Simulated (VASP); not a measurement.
Computed with PBE GGA with D3 dispersion (Becke-Johnson damping), VASP's PBE PAW potentials (set 64) (plane waves; VASP 6.6.1).

Input for VASP

### POSCAR
```
C
1
    1.2330805223    -2.1357576173     0.0000000000
    1.2330805223     2.1357576173     0.0000000000
    0.0000000000     0.0000000000     6.7104250184
C
4
Direct
  0.0000000000   0.0000000000   0.2500000000
  0.0000000000   0.0000000000   0.7500000000
  0.3333330000   0.6666670000   0.2500000000
  0.6666670000   0.3333330000   0.7500000000
```

File KPOINTS:
```
Regular mesh
0
G
 11 11 4
0 0 0
```

### INCAR
```
# general
SYSTEM=C
PREC  =Accurate
ENCUT =520
LREAL =.FALSE.
LASPH =.TRUE.

# electronic loop
EDIFF =1E-7
NELM  =100
ALGO  =Normal

# smearing
ISMEAR=-5

# functional
GGA   =PE
IVDW  =12

# ions
ISIF  =2

# output
LWAVE =.FALSE.
LCHARG=.TRUE.
LORBIT=11
NEDOS =601

# other
LEFG  =.TRUE.
```

POTCAR, in this order: C (PBE.64 set). Program: vasp_std.

Problem. What does the run give for the energy per atom (σ→0), dispersion energy?

Solution. 
```yaml
energy per atom (σ→0): -9.368 eV/atom
dispersion_energy: -14.42 kcal/mol
```

**OSZICAR**
```
...
DAV:   7    -0.368404458246E+02    0.56852E+00   -0.19490E+00  1336   0.983E+00    0.140E+00
DAV:   8    -0.368474879683E+02   -0.70421E-02   -0.57854E-02  1356   0.166E+00    0.984E-02
DAV:   9    -0.368474382237E+02    0.49745E-04   -0.11482E-03  1428   0.281E-01    0.558E-02
DAV:  10    -0.368476320254E+02   -0.19380E-03   -0.25669E-04  1396   0.140E-01    0.296E-02
DAV:  11    -0.368476302785E+02    0.17469E-05   -0.27134E-06  1512   0.145E-02    0.273E-03
DAV:  12    -0.368476305395E+02   -0.26101E-06   -0.40827E-07  1428   0.562E-03    0.870E-04
DAV:  13    -0.368476305215E+02    0.18048E-07   -0.19855E-07  1392   0.363E-03
   1 F= -.37472852E+02 E0= -.37472852E+02  d E =0.000000E+00
```

The compound is C in the graphite structure. It was relaxed first.
